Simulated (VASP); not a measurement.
Input:

```
CsPbBr3
1.0
    5.87000     0.00000     0.00000
    0.00000     5.87000     0.00000
    0.00000     0.00000     5.87000
Cs Pb Br
1 1 3
Direct
  0.00000   0.00000   0.00000
  0.50000   0.50000   0.50000
  0.50000   0.00000   0.50000
  0.00000   0.50000   0.50000
  0.50000   0.50000   0.00000
```

Computed with PBEsol GGA, VASP's PBE PAW potentials (set 64) (plane waves; VASP). Settings: 300 eV cut-off, 3×3×3 Γ-centred mesh, Fermi-Dirac smearing of 0.010 eV, potentials Cs_sv Pb_d Br.

Unless said otherwise, spin-orbit coupling is left out, though it shifts the bands of the heavy elements here.

Task: Give the energies of bands 14 to 25 at the high-symmetry points, in eV from the valence-band maximum.

Result: 
```
band      Γ      X      M      R
----  -----  -----  -----  -----
14    -4.39  -4.30  -4.15  -2.91
15    -4.39  -4.30  -3.11  -2.91
16    -4.39  -2.86  -2.49  -2.91
17    -2.19  -2.33  -2.49  -2.29
18    -2.19  -2.33  -2.42  -2.29
19    -2.19  -2.32  -2.42  -1.69
20    -2.07  -2.18  -2.30  -1.69
21    -2.07  -2.18  -1.70  -1.69
22    -2.07  -1.45  -0.71   0.00
23     2.87   2.52   2.02   1.45
24     4.01   4.35   2.02   1.45
25     4.01   4.93   4.82   1.45
```

The gap is direct, 1.45 eV, from the valence maximum at R to the conduction minimum at R.

The structure is a typed CsPbBr3 crystal. The cell was not relaxed at this level.
